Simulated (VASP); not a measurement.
Computed with PBEsol GGA, VASP's PBE PAW potentials (set 64) (plane waves; VASP).

The input files of a VASP run:

### POSCAR
```
AuZn
1
    3.0801323513     0.0000000000     0.0000000000
    0.0000000000     3.0801323513     0.0000000000
    0.0000000000     0.0000000000     3.0801323513
Zn Au
1 1
Direct
  0.5000000000   0.5000000000   0.5000000000
  0.0000000000   0.0000000000   0.0000000000
```

**INCAR**
```
! general
SYSTEM =AuZn
PREC   =Accurate
ENCUT  =480   ! plane-wave cut-off (eV)
LREAL  =.False.   ! projection in real space or not
LASPH  =.True.

! electronic loop
EDIFF  =1E-7   ! SCF stop (eV)
NELM   =100
ALGO   =Normal   ! blocked Davidson
LMAXMIX=6   ! l cut-off of mixed one-centre charges

! smearing
ISMEAR =1
SIGMA  =0.1

! functional
GGA    =PS   ! PBEsol

! ions
ISIF   =2   ! forces and stress, cell fixed

! output
LWAVE  =.False.
LCHARG =.False.
```

KPOINTS:
```
kpoints
0
G
 12 12 12
0 0 0
```

POTCAR, in this order: Zn Au (PBE.64 set). Program: vasp_std.

Output of the run:

**OUTCAR**
```
 ion  position               nearest neighbor table
   1  0.500  0.500  0.500-   2 2.67   2 2.67   2 2.67   2 2.67   2 2.67   2 2.67   2 2.67   2 2.67
  LATTYP: Found a simple cubic cell.
 ALAT       =     3.0801323513
 Subroutine PRICEL returns:
 Original cell was already a primitive cell.
 Subroutine GETGRP returns: Found 48 space group operations
The static configuration has the point symmetry O_h .
The dynamic configuration has the point symmetry O_h .
 Subroutine INISYM returns: Found 48 space group operations
 Subroutine IBZKPT returns following result:
 Found     84 irreducible k-points:

 Following reciprocal coordinates:
            Coordinates               Weight
  0.000000  0.000000  0.000000      1.000000
  0.083333  0.000000  0.000000      6.000000
  0.166667  0.000000  0.000000      6.000000
  0.250000  0.000000  0.000000      6.000000
  0.333333  0.000000  0.000000      6.000000
  0.416667  0.000000  0.000000      6.000000
  0.500000  0.000000  0.000000      3.000000
  0.083333  0.083333  0.000000     12.000000
  0.166667  0.083333  0.000000     24.000000
  0.250000  0.083333  0.000000     24.000000
...
```

File OSZICAR:
```
       N       E                     dE             d eps       ncg     rms          rms(c)
DAV:   1     0.122559687108E+03    0.12256E+03   -0.11321E+04  2552   0.192E+03
DAV:   2    -0.258747264828E+01   -0.12515E+03   -0.12143E+03  2639   0.338E+02
DAV:   3    -0.649453733144E+01   -0.39071E+01   -0.38966E+01  3031   0.695E+01
DAV:   4    -0.651626511055E+01   -0.21728E-01   -0.21726E-01  2968   0.453E+00
DAV:   5    -0.651650102030E+01   -0.23591E-03   -0.23591E-03  3108   0.481E-01    0.105E+01
DAV:   6    -0.596575780186E+01    0.55074E+00   -0.18147E+00  2625   0.171E+01    0.628E+00
DAV:   7    -0.593171665543E+01    0.34041E-01   -0.50274E-02  3403   0.425E+00    0.319E+00
DAV:   8    -0.592149191682E+01    0.10225E-01   -0.74711E-03  2973   0.109E+00    0.138E-01
DAV:   9    -0.592151953018E+01   -0.27613E-04   -0.34837E-04  2842   0.232E-01    0.542E-02
DAV:  10    -0.592152736837E+01   -0.78382E-05   -0.18788E-05  3420   0.832E-02    0.148E-02
DAV:  11    -0.592152731445E+01    0.53920E-07   -0.49747E-06  3031   0.472E-02    0.206E-03
DAV:  12    -0.592152730431E+01    0.10140E-07   -0.67774E-08  1652   0.684E-03
   1 F= -.59215273E+01 E0= -.59213577E+01  d E =-.508928E-03
```

**OUTCAR**
```
------------------------ aborting loop because EDIFF is reached ----------------------------------------
  FORCE on cell =-STRESS in cart. coord.  units (eV):
  Direction    XX          YY          ZZ          XY          YZ          ZX
  --------------------------------------------------------------------------------------
  Total        1.4157453      1.4157453      1.4157453     -0.0000000      0.0000000      0.0000000
  in kB       77.6224929     77.6224929     77.6224929     -0.0000000      0.0000000      0.0000000
  external PRESSURE =      77.6224929 kB  Pullay stress =       0.0000000 kB
  volume of cell :       29.22
      direct lattice vectors                 reciprocal lattice vectors
     3.080132351  0.000000000  0.000000000     0.324661374  0.000000000  0.000000000
     0.000000000  3.080132351  0.000000000     0.000000000  0.324661374  0.000000000
     0.000000000  0.000000000  3.080132351     0.000000000  0.000000000  0.324661374
 POSITION                                       TOTAL-FORCE (eV/Angst)
 -----------------------------------------------------------------------------------
      1.54007      1.54007      1.54007         0.000000      0.000000      0.000000
      0.00000      0.00000      0.00000         0.000000      0.000000      0.000000
 -----------------------------------------------------------------------------------
    total drift:                                0.000000      0.000000     -0.000000
  FREE ENERGIE OF THE ION-ELECTRON SYSTEM (eV)
  ---------------------------------------------------
  free  energy   TOTEN  =        -5.9215273043 eV

  energy  without entropy=       -5.9210183762  energy(sigma->0) =       -5.92135766
```
(Selected blocks of OUTCAR.)

The compound is AuZn in the CsCl type structure. This cell was strained or had an atom moved on purpose. The electron count is odd and the run is not spin-polarised, which forces a metal.
